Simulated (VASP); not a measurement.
The system is In3SbO4.

```
In Sb O
1.0
    -2.57000    2.57000    5.14000
     2.57000   -2.57000    5.14000
     2.57000    2.57000   -5.14000
In Sb O
3 1 4
Direct
  0.25000 0.75000 0.50000
  0.75000 0.25000 0.50000
  0.50000 0.50000 0.00000
  0.00000 0.00000 0.00000
  0.11000 0.11000 0.44000
  0.67000 0.67000 0.56000
  0.33000 0.89000 0.00000
  0.89000 0.33000 0.00000
```

The cell was built by a generator and needn't be a form met in nature.

| Item | Value |
| --- | --- |
| Program | VASP 6.6.1 |
| Task | relaxation of cell and atoms |
| Functional | PBE |
| Potentials or basis | VASP PAW PBE potentials, release 64 (In_d, Sb, O) |
| Cutoff | 520 eV |
| k mesh | 4 × 4 × 4 |
| Occupations | gaussian, width 0.15 eV |
| Spin | no spin polarisation |

At the start: pressure 13.7 GPa; volume 16.97 Å³/atom.

Task: Where does the relaxation end?

Result: Over 18 steps the energy falls by 165.0 meV/atom and the volume is 18.51 Å³/atom (+9.1 %); space group I-42m (No. 121, to 0.05 Å).

Step by step:
```
step  energy change (eV)  largest force (eV/Å)  pressure (GPa)  volume (Å³)
   1              0.0000                1.0677           13.65       135.80
   2             -0.7728                0.0573           -4.05       166.26
   3             -0.8826                0.2208           -0.23       157.08
   4             -0.8926                0.2512           -0.24       156.63
   5             -0.9321                0.3820           -0.04       155.28
   6             -1.0589                0.5931            0.20       152.61
   7             -1.2655                0.2912            1.35       147.36
   8             -0.9132                1.2675            6.70       137.19
   9             -1.2815                0.2042            1.89       145.65
  10             -1.2833                0.1564            2.31       144.71
  11             -1.2885                0.1393            2.10       144.84
  12             -1.2983                0.1391            1.78       145.24
  13             -1.2932                0.2847            1.10       146.02
  14             -1.3001                0.1783            1.36       145.51
  15             -1.3058                0.1519            1.12       145.97
  16             -1.3172                0.1023            0.35       147.35
  17             -1.3161                0.0406           -2.06       150.15
  18             -1.3199                0.0776            0.24       148.11
```

Final structure:
```cif
data_structure
_symmetry_space_group_name_H-M 'P 1'
_symmetry_Int_Tables_number 1
_cell_length_a 6.5254
_cell_length_b 6.5254
_cell_length_c 6.5254
_cell_angle_alpha 132.515
_cell_angle_beta 132.515
_cell_angle_gamma 69.417
_cell_volume 148.11
loop_
_atom_site_label
_atom_site_type_symbol
_atom_site_fract_x
_atom_site_fract_y
_atom_site_fract_z
_atom_site_occupancy
In1 In 0.25000 0.75000 0.50000 1
In2 In 0.75000 0.25000 0.50000 1
In3 In 0.50000 0.50000 0.00000 1
Sb1 Sb 0.00000 0.00000 0.00000 1
O1 O 0.14129 0.14129 0.52702 1
O2 O 0.61427 0.61427 0.47298 1
O3 O 0.38573 0.85871 0.00000 1
O4 O 0.85871 0.38573 0.00000 1
```

Caveat: the k mesh is coarse (spacing up to 0.43 Å⁻¹), so the values aren't converged; the relaxation stopped at a loose force limit of 0.08 eV/Å, so its end isn't a converged minimum.
